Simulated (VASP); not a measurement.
# TaTe (Pm-3m) in VASP: equation of state

Aim: energy against volume of TaTe in PBE, for its equilibrium volume and stiffness.

Program: VASP 6.6.1. These are calculated values, not measurements. Logs are shortened: lines on timing, memory, paths and dates and some standing lists are left out, and cuts for length are marked.

**1. The structure**

Symmetry: Pm-3m, No. 221, cubic system. Conventional cell: a = 3.420 Å, b = 3.420 Å, c = 3.420 Å, α = 90.00°, β = 90.00°, γ = 90.00°. Around Ta (site symmetry m-3m) lie 8 Te at 2.96 Å. Around Te (site symmetry m-3m) lie 8 Ta at 2.96 Å.

The cell was built by a generator and needn't be a form met in nature.

**2. Equation of state, PBE, 18.80 Å³/atom (volume scaled by 0.94)**

Input file INCAR:

```
PREC = Accurate
ENCUT = 520
EDIFF = 1E-7
ISMEAR = -1
SIGMA = 0.05
LREAL = F
LASPH = T
NELM = 80
ALGO = Normal
ISIF = 2
LWAVE = F
LCHARG = F
GGA = PE
NBANDS = 16
```

Input file KPOINTS:

```
regular mesh
0
Gamma
  8 8 8
```

Input file POSCAR:

```
TaTe
1.0
    3.3502726546      0.0000000000      0.0000000000
    0.0000000000      3.3502726546      0.0000000000
    0.0000000000      0.0000000000      3.3502726546
Ta Te
1 1
Direct
    0.5000000000      0.5000000000      0.5000000000
    0.0000000000      0.0000000000      0.0000000000
```

Potentials or basis: VASP PAW PBE potentials, release 64 (Ta_pv, Te).

The run is started by

```
$ cat potpaw_PBE.64/Ta_pv/POTCAR potpaw_PBE.64/Te/POTCAR > POTCAR
$ mpirun -np 1 vasp_std > vasp.out
```

OUTCAR:

```text
PREC = Accurate
   ENCUT = 520
   EDIFF = 1E-7
   ISMEAR = -1
   LREAL = F
   LASPH = T
   NELM = 80
   ISIF = 2
   GGA = PE

 Found     35 irreducible k-points:

 Following reciprocal coordinates:
            Coordinates               Weight
  0.000000  0.000000  0.000000      1.000000
  0.125000  0.000000  0.000000      6.000000
  0.250000  0.000000  0.000000      6.000000
  0.375000  0.000000  0.000000      6.000000
  0.500000  0.000000  0.000000      3.000000
  0.125000  0.125000  0.000000     12.000000
   k-points           NKPTS =     35   k-points in BZ     NKDIM =     35   number of bands    NBANDS=     16
   number of dos      NEDOS =    301   number of ions     NIONS =      2
   total plane-waves  NPLWV =  21952
   dimension x,y,z NGX =    28 NGY =   28 NGZ =   28
   dimension x,y,z NGXF=    56 NGYF=   56 NGZF=   56
   ions per type =               1   1
   NGX,Y,Z   is equivalent  to a cutoff of  13.89, 13.89, 13.89 a.u.
   NGXF,Y,Z  is equivalent  to a cutoff of  27.79, 27.79, 27.79 a.u.
 SYSTEM =  unknown system
   PREC   = accura    normal or accurate (medium, high low for compatibility)
   ISTART =      0    job   : 0-new  1-cont  2-samecut
   ICHARG =      2    charge: 1-file 2-atom 10-const
   ISPIN  =      1    spin polarized calculation?
   LNONCOLLINEAR =      F non collinear calculations
   LSORBIT =      F    spin-orbit coupling
   LASPH  =      T    aspherical Exc in radial PAW
   ENCUT  =  520.0 eV  38.22 Ry    6.18 a.u.   6.23  6.23  6.23*2*pi/ulx,y,z
   NELM   =     80;   NELMIN=  2; NELMDL= -5     # of ELM steps
   EDIFF  = 0.1E-06   stopping-criterion for ELM
   LREAL  =      F    real-space projection
   EDIFFG = 0.1E-05   stopping-criterion for IOM
   NSW    =      0    number of steps for IOM
   IBRION =     -1    ionic relax: 0-MD 1-quasi-New 2-CG
   NFREE  =      0    steps in history (QN), initial steepest desc. (CG)
   ISIF   =      2    stress and relaxation
   ISYM   =      2    0-nonsym 1-usesym 2-fastsym
   POTIM  = 0.5000    time-step for ionic-motion
   TEBEG  =    0.0;   TEEND  =   0.0 temperature during run
   PSTRESS=    0.0 pullay stress
   NELECT =      17.0000    total number of electrons
   NUPDOWN=      -1.0000    fix difference up-down
   EMIN   =  10.00;   EMAX   =-10.00  energy-range for DOS
   EFERMI =   0.00;   METHOD = LEGACY
   ISMEAR =    -1;   SIGMA  =   0.05  broadening in eV -4-tet -1-fermi 0-gaus
   EFERMI_NEDOS =   21; number of points for ismear=-14 and -15
   IALGO  =     38    algorithm
   IMIX   =      4    mixing-type and parameters
     AMIX     =   0.40;   BMIX     =  1.00
     AMIX_MAG =   1.60;   BMIX_MAG =  1.00
  volume/ion in A,a.u.               =      18.80       126.88
  Fermi-wavevector in a.u.,A,eV,Ry     =   1.256447  2.374341 21.478975  1.578660
  Thomas-Fermi vector in A             =   2.390155
   LORBIT       =      0    0 simple, 1 ext, 2 COOP (PROOUT), +10 PAW based schemes
   GGA     = PE    functional components
   LHFCALC =     F    Hartree Fock is set to
   AEXX    =    0.0000 exact exchange contribution
   IVDW    =     0    specifies the selected vdW correction
   LEPSILON=     F    determine dielectric tensor
   LRPA    =     F    only Hartree local field effects (RPA)
 non-spin polarized calculation
  energy-cutoff  :      520.00
  volume of cell :       37.60
 maximum number of plane-waves:      1064
 NGX is ok and might be reduce to    28
   NGX = 13   NGY = 13   NGZ = 13

 number of electron      16.9999997 magnetization

 Free energy of the ion-electron system (eV)
  ---------------------------------------------------
  ext. energy  EPLUGINS =         0.00000000
  ---------------------------------------------------
  free energy    TOTEN  =       -14.46311423 eV

  energy without entropy =      -14.43710669  energy(sigma->0) =      -14.45011046

 E-fermi :  10.5139     XC(G=0): -12.2055

 val. band max:       10.4945469308   @ k =   0.5000   0.3750   0.2500
 cond. band min:      10.5155793119   @ k =   0.5000   0.5000   0.3750
 fundamental gap:      0.0210323811
 Fermi energy:        10.5138991512

 k-point     1 :       0.0000    0.0000    0.0000
  band No.  band energies     occupation
      1     -24.2800      2.00000
      2     -24.2800      2.00000
      3     -24.2800      2.00000
      4      -4.8275      2.00000
      5       7.4349      2.00000
      6       7.4349      2.00000
[... 8 lines left out ...]
     15      19.3199      0.00000
     16      22.9678      0.00000

 k-point     2 :       0.1250    0.0000    0.0000
  band No.  band energies     occupation
      1     -24.3099      2.00000
      2     -24.2768      2.00000
      3     -24.2768      2.00000
      4      -4.6066      2.00000
      5       6.3604      2.00000
      6       7.5411      2.00000
[... 8 lines left out ...]
     15      19.8508      0.00000
     16      23.0826      0.00000

 k-point     3 :       0.2500    0.0000    0.0000
  band No.  band energies     occupation
      1     -24.3815      2.00000
      2     -24.2693      2.00000
      3     -24.2693      2.00000
      4      -3.9844      2.00000
      5       4.2547      2.00000
      6       7.8240      2.00000
[... 8 lines left out ...]
     15      21.4150      0.00000
     16      21.4150      0.00000

 k-point     4 :       0.3750    0.0000    0.0000
  band No.  band energies     occupation
      1     -24.4520      2.00000
      2     -24.2617      2.00000
      3     -24.2617      2.00000
      4      -3.1314      2.00000
      5       2.3530      2.00000
      6       7.5912      2.00000
[... 8 lines left out ...]
     15      19.2522      0.00000
     16      19.2522      0.00000

 k-point     5 :       0.5000    0.0000    0.0000
  band No.  band energies     occupation
      1     -24.4809      2.00000
      2     -24.2586      2.00000
      3     -24.2586      2.00000
      4      -2.6202      2.00000
      5       1.4779      2.00000
      6       7.4102      2.00000
[... 8 lines left out ...]
     15      17.7996      0.00000
     16      17.7996      0.00000

 k-point     6 :       0.1250    0.1250    0.0000
  band No.  band energies     occupation
      1     -24.3084      2.00000
      2     -24.3048      2.00000
      3     -24.2739      2.00000
      4      -4.3953      2.00000
      5       6.4316      2.00000
      6       6.4792      2.00000
[... 8 lines left out ...]
     15      19.4482      0.00000
     16      22.2301      0.00000

 [... further k-points ...]
[... 5 lines left out ...]
  --------------------------------------------------------------------------------------
  -------------------------------------------------------------------------------------
  Total        2.4687101      2.4687101      2.4687101      0.0000000      0.0000000      0.0000000
  in kB      105.1817063    105.1817063    105.1817063      0.0000000      0.0000000      0.0000000
  external PRESSURE =     105.1817063 kB  Pullay stress =       0.0000000 kB

 VOLUME and BASIS-vectors are now :
 -----------------------------------------------------------------------------
  energy-cutoff  :      520.00
  volume of cell :       37.60
      direct lattice vectors                 reciprocal lattice vectors
     3.350272655  0.000000000  0.000000000     0.298483169  0.000000000  0.000000000
     0.000000000  3.350272655  0.000000000     0.000000000  0.298483169  0.000000000
     0.000000000  0.000000000  3.350272655     0.000000000  0.000000000  0.298483169

 POSITION                                       TOTAL-FORCE (eV/Angst)
 -----------------------------------------------------------------------------------
      1.67514      1.67514      1.67514         0.000000      0.000000      0.000000
      0.00000      0.00000      0.00000         0.000000      0.000000      0.000000
 -----------------------------------------------------------------------------------
    total drift:                                0.000000      0.000000      0.000000

  FREE ENERGIE OF THE ION-ELECTRON SYSTEM (eV)
  ---------------------------------------------------
  free  energy   TOTEN  =       -14.4631142295 eV

  energy  without entropy=      -14.4371066940  energy(sigma->0) =      -14.45011046
```

Run time: 13 s. Hardware: 1 thread of AMD EPYC 9R45 (Zen 5), shared host; peak memory 0.14 GiB.

Results:

```
Free energy            : -14.4631 eV
Pressure               : 10.5 GPa
Band gap on the k mesh : none (metal or under the smearing width)
```

**3. Equation of state, PBE, 19.20 Å³/atom (volume scaled by 0.96)**

Edit INCAR of step 2 so:

```diff
@@ -7,3 +7,3 @@
 LASPH = T
-NELM = 80
+NELM = 60
 ALGO = Normal
```

KPOINTS is that of step 2.

Input file POSCAR:

```
TaTe
1.0
    3.3738669013      0.0000000000      0.0000000000
    0.0000000000      3.3738669013      0.0000000000
    0.0000000000      0.0000000000      3.3738669013
Ta Te
1 1
Direct
    0.5000000000      0.5000000000      0.5000000000
    0.0000000000      0.0000000000      0.0000000000
```

Potentials or basis: VASP PAW PBE potentials, release 64 (Ta_pv, Te).

The run is started by

```
$ cat potpaw_PBE.64/Ta_pv/POTCAR potpaw_PBE.64/Te/POTCAR > POTCAR
$ mpirun -np 1 vasp_std > vasp.out
```

Run time: 16 s. Hardware: 1 thread of AMD EPYC 9R45 (Zen 5), shared host; peak memory 0.13 GiB.

Results (log left out):

- Free energy: -14.5060 eV
- Pressure: 6.7 GPa
- Band gap on the k mesh: none (metal or under the smearing width)

**4. Equation of state, PBE, 19.60 Å³/atom (volume scaled by 0.98)**

Input file INCAR:

```
  PREC = Accurate
  ENCUT = 520
  EDIFF = 1E-7
  ISMEAR = -1
  SIGMA = 0.05
  LREAL = F
  LASPH = T
  NELM = 80
  ALGO = Normal
  ISIF = 2
  LWAVE = F
  LCHARG = F
  GGA = PE
  NBANDS = 16
```

KPOINTS is that of step 3.

Input file POSCAR:

```
TaTe
1.0
    3.3971356842      0.0000000000      0.0000000000
    0.0000000000      3.3971356842      0.0000000000
    0.0000000000      0.0000000000      3.3971356842
Ta Te
1 1
Direct
    0.5000000000      0.5000000000      0.5000000000
    0.0000000000      0.0000000000      0.0000000000
```

The run is started by

```
$ cat potpaw_PBE.64/Ta_pv/POTCAR potpaw_PBE.64/Te/POTCAR > POTCAR
$ mpirun -np 1 vasp_std > vasp.out
```

Run time: 15 s. Hardware: 1 thread of AMD EPYC 9R45 (Zen 5), shared host; peak memory 0.13 GiB.

The run converged. Its results:

- Free energy: -14.5306 eV
- Pressure: 3.2 GPa
- Band gap on the k mesh: none (metal or under the smearing width)

**5. Equation of state, PBE, 20.40 Å³/atom (volume scaled by 1.02)**

Input file INCAR:

```
PREC = Accurate
ENCUT = 520
EDIFF = 1E-7
ISMEAR = -1
SIGMA = 0.05
LREAL = False
LASPH = True
NELM = 60
ALGO = Normal
ISIF = 2
LWAVE = False
LCHARG = False
GGA = PE
NBANDS = 16
```

KPOINTS is that of step 4.

Input file POSCAR:

```
TaTe
1.0
    3.4427402627      0.0000000000      0.0000000000
    0.0000000000      3.4427402627      0.0000000000
    0.0000000000      0.0000000000      3.4427402627
Ta Te
1 1
Direct
    0.5000000000      0.5000000000      0.5000000000
    0.0000000000      0.0000000000      0.0000000000
```

The run is started by

```
$ cat potpaw_PBE.64/Ta_pv/POTCAR potpaw_PBE.64/Te/POTCAR > POTCAR
$ mpirun -np 1 vasp_std > vasp.out
```

Run time: 14 s. Hardware: 1 thread of AMD EPYC 9R45 (Zen 5), shared host; peak memory 0.13 GiB.

The run converged. Its results:

| Quantity | Value |
| --- | --- |
| Free energy | -14.5328 eV |
| Pressure | -2.6 GPa |
| Band gap on the k mesh | none (metal or under the smearing width) |

**6. Equation of state, PBE, 20.80 Å³/atom (volume scaled by 1.04)**

Input file INCAR:

```
PREC = Accurate
ENCUT = 520
EDIFF = 1E-7
ISMEAR = -1
SIGMA = 0.05
LREAL = F
LASPH = T
NELM = 80
ALGO = Normal
ISIF = 2
LWAVE = F
LCHARG = F
GGA = PE
NBANDS = 16
```

Input file KPOINTS:

```
Automatic mesh
0
Gamma
  8 8 8
```

Input file POSCAR:

```
TaTe
1.0
    3.4650963454      0.0000000000      0.0000000000
    0.0000000000      3.4650963454      0.0000000000
    0.0000000000      0.0000000000      3.4650963454
Ta Te
1 1
Direct
    0.5000000000      0.5000000000      0.5000000000
    0.0000000000      0.0000000000      0.0000000000
```

Potentials or basis: VASP PAW PBE potentials, release 64 (Ta_pv, Te).

The run is started by

```
$ cat potpaw_PBE.64/Ta_pv/POTCAR potpaw_PBE.64/Te/POTCAR > POTCAR
$ mpirun -np 1 vasp_std > vasp.out
```

It took 13 s on 1 thread of AMD EPYC 9R45 (Zen 5), shared host; peak memory 0.13 GiB.

The run converged. Its results:

```
Free energy            : -14.5137 eV
Pressure               : -5.1 GPa
Band gap on the k mesh : none (metal or under the smearing width)
```

**7. Equation of state, PBE, 21.20 Å³/atom (volume scaled by 1.06)**

Input file INCAR:

```
  ALGO = Normal
  EDIFF = 1E-7
  ENCUT = 520
  GGA = PE
  ISIF = 2
  ISMEAR = -1
  LASPH = True
  LCHARG = False
  LREAL = False
  LWAVE = False
  NBANDS = 16
  NELM = 80
  PREC = Accurate
  SIGMA = 0.05
```

Input file KPOINTS:

```
k-points
0
Gamma
  8 8 8
```

Input file POSCAR:

```
TaTe
1.0
    3.4871676178      0.0000000000      0.0000000000
    0.0000000000      3.4871676178      0.0000000000
    0.0000000000      0.0000000000      3.4871676178
Ta Te
1 1
Direct
    0.5000000000      0.5000000000      0.5000000000
    0.0000000000      0.0000000000      0.0000000000
```

Potentials or basis: VASP PAW PBE potentials, release 64 (Ta_pv, Te).

The run is started by

```
$ cat potpaw_PBE.64/Ta_pv/POTCAR potpaw_PBE.64/Te/POTCAR > POTCAR
$ mpirun -np 1 vasp_std > vasp.out
```

OUTCAR:

```text
EDIFF = 1E-7
   ENCUT = 520
   GGA = PE
   ISIF = 2
   ISMEAR = -1
   LASPH = True
   LREAL = False
   NELM = 80
   PREC = Accurate

 Found     35 irreducible k-points:

 Following reciprocal coordinates:
            Coordinates               Weight
  0.000000  0.000000  0.000000      1.000000
  0.125000  0.000000  0.000000      6.000000
  0.250000  0.000000  0.000000      6.000000
  0.375000  0.000000  0.000000      6.000000
  0.500000  0.000000  0.000000      3.000000
  0.125000  0.125000  0.000000     12.000000
   k-points           NKPTS =     35   k-points in BZ     NKDIM =     35   number of bands    NBANDS=     16
   number of dos      NEDOS =    301   number of ions     NIONS =      2
   total plane-waves  NPLWV =  21952
   dimension x,y,z NGX =    28 NGY =   28 NGZ =   28
   dimension x,y,z NGXF=    56 NGYF=   56 NGZF=   56
   ions per type =               1   1
   NGX,Y,Z   is equivalent  to a cutoff of  13.35, 13.35, 13.35 a.u.
   NGXF,Y,Z  is equivalent  to a cutoff of  26.70, 26.70, 26.70 a.u.
 SYSTEM =  unknown system
   PREC   = accura    normal or accurate (medium, high low for compatibility)
   ISTART =      0    job   : 0-new  1-cont  2-samecut
   ICHARG =      2    charge: 1-file 2-atom 10-const
   ISPIN  =      1    spin polarized calculation?
   LNONCOLLINEAR =      F non collinear calculations
   LSORBIT =      F    spin-orbit coupling
[... 48 lines left out ...]
  free energy    TOTEN  =       -14.48287434 eV

  energy without entropy =      -14.45313427  energy(sigma->0) =      -14.46800430

 E-fermi :   9.0130     XC(G=0): -11.6172

 val. band max:        8.9956305730   @ k =   0.3750   0.3750   0.2500
 cond. band min:       9.0889729503   @ k =   0.3750   0.3750   0.2500
 fundamental gap:      0.0933423773
 Fermi energy:         9.0130228338

 k-point     1 :       0.0000    0.0000    0.0000
  band No.  band energies     occupation
      1     -26.0985      2.00000
      2     -26.0985      2.00000
      3     -26.0985      2.00000
      4      -5.4481      2.00000
      5       6.4185      2.00000
      6       6.4185      2.00000
[... 91 lines left out ...]
      3     -26.0950      2.00000
      4      -5.0888      2.00000
      5       5.1823      2.00000
      6       5.3825      2.00000
[... 8 lines left out ...]
     15      17.4827      0.00000
     16      19.4993      0.00000

 [... further k-points ...]
[... 5 lines left out ...]
  --------------------------------------------------------------------------------------
  -------------------------------------------------------------------------------------
  Total       -1.9224271     -1.9224271     -1.9224271      0.0000000      0.0000000      0.0000000
  in kB      -72.6343409    -72.6343409    -72.6343409      0.0000000      0.0000000      0.0000000
  external PRESSURE =     -72.6343409 kB  Pullay stress =       0.0000000 kB

 VOLUME and BASIS-vectors are now :
 -----------------------------------------------------------------------------
  energy-cutoff  :      520.00
  volume of cell :       42.41
      direct lattice vectors                 reciprocal lattice vectors
     3.487167618  0.000000000  0.000000000     0.286765682  0.000000000  0.000000000
     0.000000000  3.487167618  0.000000000     0.000000000  0.286765682  0.000000000
     0.000000000  0.000000000  3.487167618     0.000000000  0.000000000  0.286765682

 POSITION                                       TOTAL-FORCE (eV/Angst)
 -----------------------------------------------------------------------------------
      1.74358      1.74358      1.74358         0.000000      0.000000      0.000000
      0.00000      0.00000      0.00000         0.000000      0.000000      0.000000
 -----------------------------------------------------------------------------------
    total drift:                                0.000000      0.000000      0.000000

  FREE ENERGIE OF THE ION-ELECTRON SYSTEM (eV)
  ---------------------------------------------------
  free  energy   TOTEN  =       -14.4828743433 eV

  energy  without entropy=      -14.4531342657  energy(sigma->0) =      -14.46800430
```

OSZICAR:

```text
N       E                     dE             d eps       ncg     rms          rms(c)
DAV:   1     0.957849874822E+02    0.95785E+02   -0.81560E+03  1120   0.939E+02
DAV:   2    -0.124039130446E+02   -0.10819E+03   -0.10406E+03  1480   0.255E+02
DAV:   3    -0.150238610879E+02   -0.26199E+01   -0.25722E+01  1328   0.355E+01
DAV:   4    -0.150428169261E+02   -0.18956E-01   -0.18954E-01  1344   0.354E+00
DAV:   5    -0.150431147962E+02   -0.29787E-03   -0.29787E-03  1368   0.429E-01    0.115E+01
DAV:   6    -0.145347697853E+02    0.50835E+00   -0.84740E-01  1176   0.748E+00    0.552E+00
DAV:   7    -0.144904607637E+02    0.44309E-01   -0.95108E-02  1224   0.209E+00    0.212E+00
DAV:   8    -0.144829153139E+02    0.75454E-02   -0.17873E-02  1216   0.764E-01    0.336E-01
DAV:   9    -0.144828881687E+02    0.27145E-04   -0.54859E-04  1392   0.160E-01    0.223E-01
DAV:  10    -0.144828694265E+02    0.18742E-04   -0.17157E-04  1248   0.106E-01    0.437E-02
DAV:  11    -0.144828759634E+02   -0.65370E-05   -0.62717E-06  1512   0.218E-02    0.152E-02
DAV:  12    -0.144828745419E+02    0.14215E-05   -0.37782E-07  1208   0.487E-03    0.125E-03
DAV:  13    -0.144828744051E+02    0.13675E-06   -0.13440E-08   768   0.844E-04    0.109E-03
DAV:  14    -0.144828743433E+02    0.61834E-07   -0.13979E-09   624   0.282E-04
   1 F= -.14482874E+02 E0= -.14468004E+02  d E =-.297401E-01
```

stdout:

```text
POSCAR found type information on POSCAR TaTe
 POSCAR found :  2 types and       2 ions
 scaLAPACK will be used
 LDA part: xc-table for (Slater+PW92), standard interpolation
 POSCAR, INCAR and KPOINTS ok, starting setup
 FFT: planning ... GRIDC
 FFT: planning ... GRID_SOFT
 FFT: planning ... GRID
 WAVECAR not read
 entering main loop
```

Run time: 16 s. Hardware: 1 thread of AMD EPYC 9R45 (Zen 5), shared host; peak memory 0.13 GiB.

What came out:

* Free energy: -14.4829 eV
* Pressure: -7.3 GPa
* Band gap on the k mesh: none (metal or under the smearing width)

**8. Equation of state, PBE**

No new run: the results of the series are fitted here.

What came out:

| Quantity | Value |
| --- | --- |
| Equilibrium volume | 20.03 Å³/atom |
| Bulk modulus | 145 GPa |
| Pressure derivative of the bulk modulus | 4.6 |

Energy against volume, from the lowest point:
| volume (Å³/atom) | energy (meV/atom) |
| --- | --- |
| 18.802 | 37.95 |
| 19.202 | 16.52 |
| 19.602 | 4.19 |
| 20.002 | 0.00 |
| 20.402 | 3.08 |
| 20.803 | 12.67 |
| 21.203 | 28.07 |
